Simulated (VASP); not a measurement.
These are LDA (Ceperley-Alder, Perdew-Zunger), VASP's LDA PAW potentials (set 64) (plane waves; VASP) values and carry that method's errors.

Gaps are without spin-orbit coupling.

Problem. Order these relaxed crystals by band gap, smallest first: ZnHgS2, R3m (160); BaTiO3, P4mm (99); BeS, F-43m (216); ZnCdS2, P3m1 (156).

Solution. ZnHgS2, R3m (160) (0.36 eV), ZnCdS2, P3m1 (156) (1.32 eV), BaTiO3, P4mm (99) (1.75 eV), BeS, F-43m (216) (2.83 eV)
